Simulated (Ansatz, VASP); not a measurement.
## Cross-check of WSO between VASP and Ansatz

One calculation is typed for both programs; each brings its own data sets. How far apart do they land? The cell is invented: As first built, before any earlier steps moved the atoms (in the runner's words): O for half of the S in the WS2 structure of space group R3m. It may not be a known or stable phase. The cell is taken from a series of runs on this material, whose earlier steps may have relaxed, scaled, displaced or heated it; both programs get it as it stands.

Program: Ansatz 0.2.0. Level of theory: plane waves, with VASP 6.6.1 beside it; single point at PBEsol and single point at r2SCAN. Results are calculated unless marked as measured.

### 1. Set-up

The structure is trigonal, space group R3m (No. 160). The conventional cell has a = 2.990 Å, b = 2.990 Å, c = 17.383 Å, α = 90.00°, β = 90.00°, γ = 120.00°. W has 3 O at 2.08 Å and 3 S at 2.37 Å nearest. Nearest to O lie 3 W at 2.08 Å. S has 3 W at 2.37 Å nearest. It derives from WS2. As first built, before any earlier steps moved the atoms (in the runner's words): O for half of the S in the WS2 structure of space group R3m. Farther neighbours and most contacts between anions are not listed.

### 2. VASP: single point, PBEsol, pair 1

With cell and atoms fixed, the geometry can't cause a difference; cores, projectors, grids and the points listed under the comparison can.

Lines of VASP's logs that name or quote its potential files are left out, and so is its time.

INCAR reads:

```
SYSTEM = WSO
PREC = Accurate
ENCUT = 520
EDIFF = 1E-06
NELM = 120
ISMEAR = 0
SIGMA = 0.01
LREAL = .FALSE.
ALGO = Normal
GGA = PS
NBANDS = 15
LASPH = .TRUE.
LORBIT = 11
LWAVE = .FALSE.
LCHARG = .FALSE.
ISIF = 2
GGA_COMPAT = .FALSE.
EFERMI = MIDGAP
KPAR = 2
```

POSCAR reads:

```
WSO
1.0
    1.4950237778      0.8631523806      5.7944636394
   -1.4950237778      0.8631523806      5.7944636394
    0.0000000000     -1.7263047611      5.7944636394
W O S
1 1 1
Direct
    0.9905575660      0.9905575660      0.9905575660
    0.5901291900      0.5901291900      0.5901291900
    0.7506132440      0.7506132440      0.7506132440
```

KPOINTS reads:

```
Automatic mesh
0
Gamma
10 10 10
0 0 0
```

Potentials, in the order of the species: W, O and S (PBE family, release 64).

The run is started by

```sh
> mpirun -np 2 vasp_std
```

Numbers of over 12 decimals in the logs are rounded to 6 here.

The program printed:

```text
[banner, memory and clock lines left out]
running    2 mpi-ranks, on    1 nodes
 distrk:  each k-point on    1 cores,    2 groups
 distr:  one band on    1 cores,    1 groups

 POSCAR found type information on POSCAR W O S
 POSCAR found :  3 types and       3 ions
|                                                                             |
|               ----> ADVICE to this user running VASP <----                  |
|                                                                             |
|     You enforced a specific xc type in the INCAR file but a different       |
|     [... a line on the potential file left out ...]
|     I HOPE YOU KNOW WHAT YOU ARE DOING!                                     |
|                                                                             |

 LDA part: xc-table for (Slater+PW92), standard interpolation
 POSCAR, INCAR and KPOINTS ok, starting setup
 FFT: planning ... GRIDC
 FFT: planning ... GRID_SOFT
 FFT: planning ... GRID
 WAVECAR not read
 entering main loop
       N       E                     dE             d eps       ncg     rms          rms(c)
DAV:   1     0.849493254174E+02    0.84949E+02   -0.86355E+03  3488   0.108E+03
DAV:   2    -0.245661501061E+02   -0.10952E+03   -0.10320E+03  4581   0.263E+02
DAV:   3    -0.302778298078E+02   -0.57117E+01   -0.56737E+01  4432   0.589E+01
DAV:   4    -0.303314425382E+02   -0.53613E-01   -0.53595E-01  4278   0.640E+00
DAV:   5    -0.303322310288E+02   -0.78849E-03   -0.78846E-03  4558   0.733E-01    0.333E+01
DAV:   6    -0.279299764369E+02    0.24023E+01   -0.89951E+00  4635   0.286E+01    0.130E+01
DAV:   7    -0.276529530496E+02    0.27702E+00   -0.18884E+00  4548   0.144E+01    0.100E+01
DAV:   8    -0.275435598823E+02    0.10939E+00   -0.33289E-01  4710   0.565E+00    0.833E-01
DAV:   9    -0.275416474262E+02    0.19125E-02   -0.50765E-02  4453   0.179E+00    0.897E-01
DAV:  10    -0.275412579025E+02    0.38952E-03   -0.21223E-03  4411   0.398E-01    0.386E-01
DAV:  11    -0.275409440380E+02    0.31386E-03   -0.18327E-03  4271   0.299E-01    0.131E-01
DAV:  12    -0.275409538396E+02   -0.98016E-05   -0.18890E-04  4803   0.102E-01    0.778E-02
DAV:  13    -0.275409483213E+02    0.55183E-05   -0.17549E-05  4005   0.361E-02    0.172E-02
DAV:  14    -0.275409514630E+02   -0.31417E-05   -0.99672E-06  4495   0.223E-02    0.138E-02
DAV:  15    -0.275409511680E+02    0.29496E-06   -0.28129E-07  3364   0.545E-03
   1 F= -.27540951E+02 E0= -.27540951E+02  d E =0.000000E+00
```

Parts of OUTCAR (step 2):

```text
ion  position               nearest neighbor table
   1  0.991  0.991  0.991-   2 2.08   2 2.08   2 2.08   3 2.37   3 2.37   3 2.37
   2  0.590  0.590  0.590-   1 2.08   1 2.08   1 2.08
   3  0.751  0.751  0.751-   1 2.37   1 2.37   1 2.37

  LATTYP: Found a trigonal (rhomboedric) cell.
 ALAT       =     6.0461505933
 COS(alpha) =     0.8777163832

 Subroutine GETGRP returns: Found  6 space group operations
 (whereof  6 operations were pure point group operations)

The static configuration has the point symmetry C_3v.

 Found    116 irreducible k-points:

   k-points           NKPTS =    116   k-points in BZ     NKDIM =    116   number of bands    NBANDS=     15

   dimension x,y,z NGX =    48 NGY =   48 NGZ =   48
   dimension x,y,z NGXF=    96 NGYF=   96 NGZF=   96

   ENCUT  =  520.0 eV  38.22 Ry    6.18 a.u.  11.24 11.24 11.24*2*pi/ulx,y,z

   NELECT =      18.0000    total number of electrons

 k-points in reciprocal lattice and weights: Automatic mesh
   0.00000000  0.00000000  0.00000000       0.001
   0.10000000  0.00000000  0.00000000       0.006
   0.20000000  0.00000000  0.00000000       0.006
   0.30000000 -0.00000000  0.00000000       0.006
   0.40000000  0.00000000  0.00000000       0.006
   0.50000000 -0.00000000  0.00000000       0.003
   0.10000000  0.10000000  0.00000000       0.006
   0.20000000  0.10000000  0.00000000       0.012
   0.30000000  0.10000000  0.00000000       0.012
[...]
-0.40000000  0.50000000  0.40000000       0.006
   0.50000000  0.50000000  0.50000000       0.001

 average (electrostatic) potential at core
       1 -40.8482       2 -70.7602       3 -86.7849

 E-fermi :   6.3910

 k-point     1 :       0.0000    0.0000    0.0000
  band No.  band energies     occupation
    ...
      5       0.0949      2.00000
      6       2.7081      2.00000
      7       3.1312      2.00000
      8       3.1312      2.00000
      9       5.0026      2.00000
     10       7.6737      0.00000
     11       7.6737      0.00000
     12       8.4045      0.00000
     13       8.4045      0.00000
     14       9.0427      0.00000
    ...

 k-point     2 :       0.1000    0.0000    0.0000
  band No.  band energies     occupation
    ...
      5       0.1859      2.00000
      6       2.3773      2.00000
      7       2.9817      2.00000
      8       3.0196      2.00000
      9       4.9315      2.00000
     10       7.4754      0.00000
     11       7.7241      0.00000
     12       8.1055      0.00000
     13       8.5716      0.00000
     14       9.7179      0.00000
    ...

 k-point     3 :       0.2000    0.0000    0.0000
  band No.  band energies     occupation
    ...
      5       0.3359      2.00000
      6       1.3780      2.00000
      7       2.7790      2.00000
      8       2.9181      2.00000
      9       4.4489      2.00000
     10       7.3484      0.00000
     11       7.7333      0.00000
     12       8.0448      0.00000
     13       9.0855      0.00000
     14      10.9342      0.00000
    ...

  Total       -0.9076901     -0.9076901     -0.0714113      0.0000000     -0.0000000      0.0000000
  in kB      -32.4151568    -32.4151568     -2.5502197      0.0000000     -0.0000000      0.0000000
  external PRESSURE =     -22.4601777 kB  Pullay stress =       0.0000000 kB

  energy-cutoff  :      520.00
  volume of cell :       44.86
      direct lattice vectors                 reciprocal lattice vectors
     1.495023778  0.863152381  5.794463639     0.334442841  0.193090664  0.057526176
    -1.495023778  0.863152381  5.794463639    -0.334442841  0.193090664  0.057526176
     0.000000000 -1.726304761  5.794463639     0.000000000 -0.386181329  0.057526176

 POSITION                                       TOTAL-FORCE (eV/Angst)
 -----------------------------------------------------------------------------------
      0.00000      0.00000     17.21925         0.000000      0.000000      0.062893
      0.00000      0.00000     10.25845         0.000000     -0.000000     -0.036530
      0.00000      0.00000     13.04820         0.000000     -0.000000     -0.026363
 -----------------------------------------------------------------------------------
    total drift:                               -0.000000      0.000000     -0.000326

  FREE ENERGIE OF THE ION-ELECTRON SYSTEM (eV)
  ---------------------------------------------------
  free  energy   TOTEN  =       -27.5409511680 eV

  energy  without entropy=      -27.5409511680  energy(sigma->0) =      -27.54095117

 total charge
# of ion       s       p       d       tot
------------------------------------------
    1        0.569   0.783   4.293   5.645
    2        1.569   3.397   0.000   4.966
    3        1.364   2.349   0.000   3.713
--------------------------------------------------
tot          3.502   6.530   4.293  14.324

[... 3 further parts left out ...]
```

This run has no spin polarisation, so a moment on W, if there is one, isn't seen.

### 3. Ansatz: single point, PBEsol, pair 1

Ansatz runs on its default PAW (the set named soft_2) files.

The same cell, functional and mesh now go to Ansatz, which takes its cutoff from its data sets.

input.yaml reads:

```yaml
crystal:
  lattice:
    - [1.4950237778, 0.8631523806, 5.7944636394]
    - [-1.4950237778, 0.8631523806, 5.7944636394]
    - [0.0, -1.7263047611, 5.7944636394]
  atoms:
    - { symbol: W, position: [0.990557566, 0.990557566, 0.990557566] }
    - { symbol: O, position: [0.59012919, 0.59012919, 0.59012919] }
    - { symbol: S, position: [0.750613244, 0.750613244, 0.750613244] }
kpoints:
  mp_grid: { grid: [10, 10, 10] }
  band_path: { path: [VBM, CBM], npoints: 30 }
scf:
  occupations: { method: fixed }
hamiltonian:
  xc: pbesol
output:
  eigenvalues: true
```

The run is started by

```sh
> ansatz run input.yaml --threads 2 --pin off --max-ram 4096MiB --backend cpu --events-out ev --progress --plain --runs-dir out
```

The program printed:

```text
basis.fft_grid_basis auto: the FFT boxes are laid along the combinations [[1, 0, -1], [0, 1, -1], [0, 0, 1]] of the cell's own vectors, 2.990, 2.990 and 6.046 Å long. The dense box has 20×20×45 points. Along the cell's own vectors, as sized, it would have 45×45×45, 5.06 times as many. Of the 6 symmetry operations that the crystal satisfies within crystal.symmetry.tolerance (time reversal apart; of a slab, those that  [...]
Engine: ansatz 0.2.0, x86_64-unknown-linux-gnu
Pseudopotentials: kind: paw
Pseudopotential: W, paw, valence charge 14, recommended cutoff 420 eV (normal), W.paw.azcp
Pseudopotential: O, paw, valence charge 6, recommended cutoff 420 eV (normal), O.paw.azcp
Pseudopotential: S, paw, valence charge 6, recommended cutoff 420 eV (normal), S.paw.azcp
Functional definition: PBEsol
  exchange = pbesol_x
  correlation = pbesol_c
Crystal: 3 atoms, lattice volume = 44.864 Å³
Basis set: ecut = 420 eV, 841 PW (Γ), FFT grids on a1−a3, a2−a3, a3
Bands: 17, of which v1, the nominal top of the filled ones, is band 13 counted from 1 (12 counted from 0)
Symmetry: 6 space group operations
Space group: R3m (ITA 160), of the structure as read, at distance tolerance 3.6e-5 Å
k-points: 116 of 1000 (time reversal used)
Non-local potential: W, projectors of the file, l = 0: 3, l = 1: 2, l = 2: 2, l = 3: 1
Non-local potential: O, projectors of the file, l = 0: 2, l = 1: 2, l = 2: 1
Non-local potential: S, projectors of the file, l = 0: 2, l = 1: 2, l = 2: 2
PAW form: soft (Blöchl's): semilocal exchange-correlation on the pseudo side does not see the compensation charge
PAW frozen core: W, regenerated for the run's functional, and the local potential with it (the file was generated under x = pbe(κ = 0.804, μ = 0.219515), c = pbe(β = 0.066725))
PAW frozen core: O, regenerated for the run's functional, and the local potential with it (the file was generated under x = pbe(κ = 0.804, μ = 0.219515), c = pbe(β = 0.066725))
PAW frozen core: S, regenerated for the run's functional, and the local potential with it (the file was generated under x = pbe(κ = 0.804, μ = 0.219515), c = pbe(β = 0.066725))
PAW one-centre angular grid: W, 590 points (default); XC on 64 Gauss nodes
PAW one-centre angular grid: O, 110 points (default); XC on 64 Gauss nodes
PAW one-centre angular grid: S, 110 points (default); XC on 64 Gauss nodes
Initial density: superposition of atomic densities (neutral atoms: chi_scale 0, normalization atom), corrected by the library's trained network
Initial wavefunctions: pseudopotential atomic-orbital guess
Functional: x = pbesol(κ = 0.804, μ = 0.123457), c = pbesol(β = 0.046)
SCF iter   1: F=—  HF=-11703.900609 eV  |F-HF|=—  |Δ(HF+E_count)|=         —  Δρ=1.86e-2  dr2=1.76e-1  ethr=1.77e-3  ⟨swp⟩=5.0  Hψ=9753  notcnv=0  defer=204
preconditioner: auto → none  [insulator: Δε(μ)=1.226 eV  Ē_g=10.074 eV  n_scr=10 (ndim 8)  ℏωp=23.5 eV  f_vac=0.074  ε∞_Penn≈6.5]
SCF iter   2: F=—  HF=-11703.932598 eV  |F-HF|=—  |Δ(HF+E_count)|=   3.20e-2  Δρ=2.35e-2  dr2=3.23e-1  ethr=6.78e-4  ⟨swp⟩=2.7  Hψ=4331  notcnv=0  defer=231
SCF iter   3: F=—  HF=-11703.871544 eV  |F-HF|=—  |Δ(HF+E_count)|=   6.11e-2  Δρ=6.34e-3  dr2=1.80e-2  ethr=6.78e-4  ⟨swp⟩=2.0  Hψ=2913  notcnv=0  defer=231
SCF iter   4: F=—  HF=-11703.870452 eV  |F-HF|=—  |Δ(HF+E_count)|=   1.09e-3  Δρ=1.98e-3  dr2=4.83e-3  ethr=6.91e-5  ⟨swp⟩=2.7  Hψ=3935  notcnv=0  defer=232
SCF iter   5: F=—  HF=-11703.869645 eV  |F-HF|=—  |Δ(HF+E_count)|=   8.07e-4  Δρ=7.56e-4  dr2=2.05e-4  ethr=1.86e-5  ⟨swp⟩=2.1  Hψ=2658  notcnv=0  defer=232
SCF iter   6: F=—  HF=-11703.869661 eV  |F-HF|=—  |Δ(HF+E_count)|=   1.63e-5  Δρ=2.18e-4  dr2=1.05e-5  ethr=7.90e-7  ⟨swp⟩=2.1  Hψ=2851  notcnv=0  defer=86
SCF iter   7: F=—  HF=-11703.869665 eV  |F-HF|=—  |Δ(HF+E_count)|=   3.64e-6  Δρ=4.80e-5  dr2=7.02e-7  ethr=4.04e-8  ⟨swp⟩=2.3  Hψ=3024  notcnv=0  defer=1
SCF iter   8: F=-11703.869665 eV  HF=-11703.869665 eV  |F-HF|=3.29e-8  |Δ(HF+E_count)|=   2.29e-7  Δρ=9.51e-6  dr2=6.18e-8  ethr=3.85e-10  ⟨swp⟩=5.4  Hψ=7569  notcnv=0
SCF 1 converged in 8 iterations: F = -11703.869665 eV  dr2 = 6.18e-8
  greatest PAW one-centre occupation: 1.000 electrons in one spin orbital (limit 2), on the W atom at site 0 (counted from 0), in its partial waves of l = 0
NSCF: frozen V_eff on 32 k-points
NSCF: frozen V_eff on 32 k-points
[...]
SCF converged after 8 iterations
Free energy (F): -11703.869665 eV
Harris-Foulkes:  -11703.869665 eV  (|F-HF|=3.29e-8)
Internal energy: -11703.869665 eV  (E = F + TS)
E sigma→0 (E₀):  -11703.869665 eV
Fermi energy:    12.027020 eV
--- Per-component energies (eV) ---
  E_band       = -206.895977
  E_kinetic    = 733.046972
  E_local      = -2068.273575  (includes V_loc(G=0)·N_el)
  E_nonlocal   = 79.302785
  E_hartree    = 818.189851
  E_xc         = -434.675782
  E_vxc        = -420.072183  (∫ρ·V_xc dr)
  E_paw        = -9172.032994  (= ΣΔE_a)
  E_vpaw       = -167.288451  (= ΣTr[D̂ρ^β])
  E_aug_tail   = 0.002367  (compensation charges beyond the density's cutoff)
  E_ewald      = -1659.748318
  E_core_change = 0.319029  (= ΣΔE_core)
  E_smearing   = -0.000000  (= −TS)
  E_closure    = -0.000000  (closes the sum)
  Σ components = -11703.869665   (vs F -11703.869665, Δ=0.00e0)
--- Band table (eV; the first three rows and the last of 116) ---
  k-point 0: bands = [... 9 lower, 9.0028, 9.4365, 9.4365, 11.2969, 13.9781, 13.9781, 14.7201, 14.7201]
  k-point 1: bands = [... 9 lower, 8.6699, 9.2901, 9.3233, 11.2286, 13.7781, 14.0297, 14.4201, 14.8893]
  k-point 2: bands = [... 9 lower, 7.6719, 9.0920, 9.2202, 10.7497, 13.6585, 14.0459, 14.3524, 15.4077]
  k-point 115: bands = [... 9 lower, 7.5156, 9.4578, 9.4578, 12.0270, 13.9908, 13.9908, 14.6682, 14.6682]
```

In the SCF lines HF is the Harris–Foulkes energy and dr2 the Hartree energy of the density residual, in eV; the loop may stop once dr2 is under the threshold and the program's other checks hold. Hψ counts applications of the Hamiltonian.

### 4. Side by side

Known differences besides the potentials themselves: fixed occupations in Ansatz, narrow Gaussian smearing in VASP; the data sets hold 26 valence electrons in Ansatz (on its default PAW (the set named soft_2) files) and 18 in VASP; the cutoff is 420 eV in Ansatz and 520 eV in VASP; Ansatz makes its cores anew for this functional, VASP keeps those of its PBE data sets. Total energies have different zeros and are not compared.

Both answers:

| quantity | Ansatz | VASP | difference |
| --- | --- | --- | --- |
| gap on the k mesh (eV) | 1.351 | 1.329 | +0.023 |

A gap on the mesh is an upper bound, since the band edges may lie between its points; neither run holds spin-orbit coupling, which can move the band edges of a compound of W.

### 5. Ansatz: single point, PBEsol, pair 2

With cell and atoms fixed, the geometry can't cause a difference; cores, projectors, grids and the points listed under the comparison can.

The cell is taken from a series of runs on this material, whose earlier steps may have relaxed, scaled, displaced or heated it; both programs get it as it stands.

input.yaml reads:

```yaml
crystal:
  lattice:
    - [6.046150593, 0.0, 0.0]
    - [-1.478690325, 4.963328327, 0.0]
    - [-0.739345162, 2.481664163, 1.495023778]
  atoms:
    - { symbol: W, position: [0.971672698, 0.990557566, 0.0] }
    - { symbol: O, position: [0.77038757, 0.59012919, 0.0] }
    - { symbol: S, position: [0.251839732, 0.750613244, 0.0] }
kpoints:
  mp_grid: { grid: [16, 16, 16] }
scf:
  occupations: { method: fixed }
hamiltonian:
  xc: pbesol
output:
  eigenvalues: true
  transmission:
    leads: [[0, 0]]
    kpoints: [[0.0, 0.0], [0.3281, -0.013]]
    e_range: [-1.0, 2.22]
    de: 0.06
```

The program printed:

```text
[...]
Crystal: 3 atoms, lattice volume = 44.864 Å³
Basis set: ecut = 420 eV, 841 PW (Γ)
Bands: 17, of which v1, the nominal top of the filled ones, is band 13 counted from 1 (12 counted from 0)
Symmetry: 6 space group operations
[...]
k-points: 417 of 4096 (time reversal used)
[...]
crystal 0  : W1S1O1, at the sites [0, 0], period 1.4950 Å: whole cells are its period
    offset         : up to 0.0000 Å between an atom of the period and one for which it stands
    channels       : 0.000000e0 a spin
    conductance    : none, the energies end too early or step too widely for 300 K: set another output.transmission.e_range or a lower de, or, where they end at an eighth of basis.ecutwfc, a higher one
    slowest decay  : 0.2344 /Å at (0.3281, -0.0130)
[key lines of the parts left out:]
SCF converged after 8 iterations
Free energy (F): -11703.869693 eV
Fermi energy:    12.027002 eV
```

[end of part 1 of 2]

[Lines on the potential files, build, host, timing and source positions are cut from VASP's logs without a mark.]

[Logs are printed without paths, hosts, clocks, repeated set-up lines and the standing remarks that a program may print on its own settings, such as how far it seeks lower states.]

[Hosts, paths, dates, database ids (printed as entryN), source tags and the programs' standing remarks are cut or masked in the printed files.]
